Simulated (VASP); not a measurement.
Input for VASP

File POSCAR:
```
Zr
1
    1.6128098066    -2.7934684740     0.0000000000
    1.6128098066     2.7934684740     0.0000000000
    0.0000000000     0.0000000000     5.1927655795
Zr
2
Direct
  0.3333330000   0.6666670000   0.2500000000
  0.6666670000   0.3333330000   0.7500000000
```

KPOINTS:
```
Regular mesh
0
Gamma
 13 13 7
```

INCAR:
```
# general
SYSTEM  = Zr
PREC    = Accurate
ENCUT   = 500
LREAL   = F   # projection in real space or not
LASPH   = T   # aspherical one-centre terms

# electronic loop
EDIFF   = 1E-6   # SCF stop (eV)
NELM    = 100   # most electronic steps
ALGO    = Normal
LMAXMIX = 4   # l cut-off of mixed one-centre charges

# smearing
ISMEAR  = 1   # Methfessel-Paxton
SIGMA   = 0.1   # width (eV)

# functional
GGA     = PE   # PBE

# ions
IBRION  = 2
NSW     = 40   # most ionic steps
ISIF    = 3   # ions, shape and volume
EDIFFG  = -0.02   # ionic stop
PSTRESS = 50   # kbar

# output
LWAVE   = F
LCHARG  = F
```

POTCAR, in this order: Zr_sv (PBE.64 set). Program: vasp_std.

### Question
Translate this PBE calculation to Ansatz.

### Answer
One equivalent input (not run):
Ansatz 0.2 input:
```yaml
crystal:
  lattice:
    - [1.6128098, -2.7934685, 0.0000000]
    - [1.6128098, 2.7934685, 0.0000000]
    - [0.0000000, 0.0000000, 5.1927656]
  atoms:
    - { symbol: Zr, position: [0.3333330, 0.6666670, 0.2500000] }
    - { symbol: Zr, position: [0.6666670, 0.3333330, 0.7500000] }
kpoints:
  mp_grid: { grid: [13, 13, 7] }
hamiltonian:
  xc: pbe
  pseudopotentials: { kind: paw }
scf:
  occupations: { method: methfessel_paxton, width: 0.1 }
  max_iter: 100
relax:
  max_steps: 40
  f_tol: 0.02
  cell: { p_target: 5 }
output: { forces: true, stress: true, eigenvalues: true }
```
Limits of the translation: each code has its own PAW files, so the cut-off isn't converted (ENCUT is set for VASP's; basis.ecutwfc is left out, and Ansatz then takes the one that its files recommend); Ansatz stops its SCF on the density residual and VASP on the energy change (EDIFF).

The compound is Zr in the hcp structure. This run relaxes it under an external pressure of 5 GPa. Symmetry was kept, so distortions that lower it aren't found.
